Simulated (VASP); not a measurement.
Cu:

```
CELL_PARAMETERS angstrom
0.00000 1.80750 1.80750
1.80750 0.00000 1.80750
1.80750 1.80750 0.00000
ATOMIC_POSITIONS crystal
Cu 0.00000 0.00000 0.00000
```

```yaml
Program: VASP 6.6.1
Task: relaxation of cell and atoms
Functional: PBEsol
Potentials_or_basis: VASP PAW PBE potentials, release 64 (Cu)
Cutoff: 520 eV
k_mesh: 20 × 20 × 20
Occupations: gaussian, width 0.1 eV
Spin: no spin polarisation
```

At the start: pressure -5.8 GPa; volume 11.81 Å³/atom.

**Question.** Where does the relaxation end?

**Answer.** Over 3 steps the energy falls by 8.4 meV/atom and the volume is 11.37 Å³/atom (-3.8 %); space group Fm-3m (No. 225, to 0.05 Å).

The path:
| step | energy change (eV) | largest force (eV/Å) | pressure (GPa) | volume (Å³) |
| --- | --- | --- | --- | --- |
| 1 | 0.0000 | 0.0000 | -5.79 | 11.81 |
| 2 | -0.0049 | 0.0000 | 4.22 | 11.10 |
| 3 | -0.0084 | 0.0000 | 0.00 | 11.37 |

Final structure:
```cif
data_structure
_symmetry_space_group_name_H-M 'P 1'
_symmetry_Int_Tables_number 1
_cell_length_a 2.5237
_cell_length_b 2.5237
_cell_length_c 2.5237
_cell_angle_alpha 60.000
_cell_angle_beta 60.000
_cell_angle_gamma 60.000
_cell_volume 11.37
loop_
_atom_site_label
_atom_site_type_symbol
_atom_site_fract_x
_atom_site_fract_y
_atom_site_fract_z
_atom_site_occupancy
Cu1 Cu 0.00000 0.00000 0.00000 1
```

Caveat: the PAW data sets were made with another functional, which shifts forces and pressure a little.
